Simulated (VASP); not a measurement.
VASP runs on MgTe (space group F-43m) share one base input (PBE GGA, plane waves, VASP's PBE PAW potentials (set 64)) and change the settings named in each case.

File KPOINTS:
```
Automatic mesh
0
Gamma
7 7 7
0 0 0
```

INCAR:
```
SYSTEM = MgTe
PREC = Accurate
ENCUT = 300
EDIFF = 1E-6
NELM = 100
ALGO = Normal
LREAL = .FALSE.
LASPH = .TRUE.
ISMEAR = -1
SIGMA = 0.05
GGA = PE
LMAXMIX = 4
LWAVE = .FALSE.
LCHARG = .FALSE.
ISIF = 2
```

POSCAR:
```
MgTe
1.0
  0.0000000000   3.2100000000   3.2100000000
  3.2100000000   0.0000000000   3.2100000000
  3.2100000000   3.2100000000   0.0000000000
Mg Te
1 1
Direct
  0.0000000000   0.0000000000   0.0000000000
  0.2500000000   0.2500000000   0.2500000000
```

POTCAR, in this order: Mg Te (PBE.64 set). Program: vasp_std.

```
change                                                                                                              E(σ→0) (eV/atom)  pressure (GPa)
------------------------------------------------------------------------------------------------------------------  ----------------  --------------
base run                                                                                                                     -3.1951            1.51
GGA removed, POTCAR Mg Te (LDA.64 set)                                                                                       -3.6504               ?
GGA_COMPAT = .FALSE., LNONCOLLINEAR = .TRUE., LSORBIT = .TRUE., MAGMOM = 0.0 0.0 0.0 0.0 0.0 0.0, program vasp_ncl           -3.2393            1.55
KPOINTS 1×1×1 Γ-centred mesh                                                                                                  1.0150           19.71
```

### Question
Complete the blanks.

### Answer

- GGA removed, POTCAR Mg Te (LDA.64 set), pressure (GPa): -0.93

Energies of different potentials or functionals have different zeros. Unless said otherwise, spin-orbit coupling is left out, though it shifts the bands of the heavy elements here.

Left out are runs that ran out of time, are held back, or changed the cell or the kind of run, fixed moments of cells without a moment, rows past the twelfth, gaps on odd meshes, pressures of charged cells and columns that move by less than the noise.

The structure is a typed MgTe crystal (F-43m). The cell was not relaxed at this level.
